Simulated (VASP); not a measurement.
VASP ran on this input.

### KPOINTS
```
Automatic mesh
0
Gamma
5 5 5
0 0 0
```

File POSCAR:
```
RbCl
1
    0.0000000000     3.3558000000     3.3558000000
    3.3558000000     0.0000000000     3.3558000000
    3.3558000000     3.3558000000     0.0000000000
Rb Cl
1 1
Direct
 -0.0104297038   0.0104297038   0.0253292806
  0.5000000000   0.5000000000   0.5000000000
```

### INCAR
```
SYSTEM = RbCl
PREC = Accurate
ENCUT = 400
EDIFF = 1E-6
NELM = 100
ALGO = Normal
LREAL = .FALSE.
LASPH = .TRUE.
ISMEAR = 0
SIGMA = 0.05
GGA = PE
LMAXMIX = 4
LWAVE = .FALSE.
LCHARG = .FALSE.
ISIF = 2
IBRION = 2
NSW = 40
EDIFFG = -0.01
```

POTCAR, in this order: Rb_sv Cl (PBE.64 set). Program: vasp_std.

Question: Translate this PBE calculation to Ansatz.

Answer: One equivalent input (not run):
Ansatz 0.2 input:
```yaml
crystal:
  lattice:
    - [0.0000000, 3.3558000, 3.3558000]
    - [3.3558000, 0.0000000, 3.3558000]
    - [3.3558000, 3.3558000, 0.0000000]
  atoms:
    - { symbol: Rb, position: [-0.0104297, 0.0104297, 0.0253293] }
    - { symbol: Cl, position: [0.5000000, 0.5000000, 0.5000000] }
kpoints:
  mp_grid: { grid: [5, 5, 5] }
hamiltonian:
  xc: pbe
  pseudopotentials: { kind: paw }
scf:
  occupations: { method: gaussian, width: 0.05 }
  max_iter: 100
relax:
  max_steps: 40
  f_tol: 0.01
output: { forces: true, stress: true, eigenvalues: true }
```
What does not carry over: each code has its own PAW files, so the cut-off isn't converted (ENCUT is set for VASP's; basis.ecutwfc is left out, and Ansatz then takes the one that its files recommend); Ansatz stops its SCF on the density residual and VASP on the energy change (EDIFF).

The compound is RbCl in the rock salt structure. In the starting cell atoms are displaced from their ideal sites. This run relaxes the ions in a fixed cell. Symmetry was kept, so distortions that lower it aren't found.
